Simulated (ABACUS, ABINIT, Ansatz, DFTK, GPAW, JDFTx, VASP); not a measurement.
**One calculation of HfB, 8 ways**

```xyz
2
Lattice="0.0000 2.3100 2.3100 2.3100 0.0000 2.3100 2.3100 2.3100 0.0000" Properties=species:S:1:pos:R:3 pbc="T T T"
Hf    2.3100    2.3100    2.3100
B     0.0000    0.0000    0.0000
```

Alike in all runs: functional PBE; k mesh 10 × 10 × 10; occupations fermi-dirac, width 0.05 eV; no spin polarisation; no spin-orbit coupling. Pressure is positive in compression and, in plane waves, holds the error of the finite cutoff, which Ansatz's Pulay term estimates and takes out.

```tsv
program and potentials	plane-wave cutoff (eV)	notes	band gap (eV)	pressure (GPa)
ABACUS, PseudoDojo NC SR 0.4.1 PBE standard, plane waves	1034	7.5 valence electrons an atom on average	no gap	30.66
ABINIT, JTH PAW PBE v2.0	517	7.5 valence electrons an atom on average	no gap	30.81
GPAW, GPAW PAW data sets (gpaw-data 1.2.1)	800	7.5 valence electrons an atom on average	no gap	31.87
DFTK, PseudoDojo SR PBE 0.4.1 standard (PBE)	1034	7.5 valence electrons an atom on average	no gap	30.66
VASP, PBE PAW files B, Hf_pv, 520 eV	520	6.5 valence electrons an atom on average	no gap	30.47
Ansatz, all-electron LAPW, scalar-relativistic	-	-	no gap	29.61
Ansatz, Ansatz PAW (earlier soft set)	420	14.5 valence electrons an atom on average	?	?
JDFTx, PseudoDojo-SR-PBE-0.5-standard	1034	7.5 valence electrons an atom on average	no gap	30.66
```

Q: Estimate from the other rows what the run with Ansatz, Ansatz PAW (earlier soft set) gave.

A: No band gap; pressure 29.55 GPa. Its pressure holds a Pulay term of +0.12 GPa. The other rows, which needn't bracket it: pressure 29.61 to 31.87.
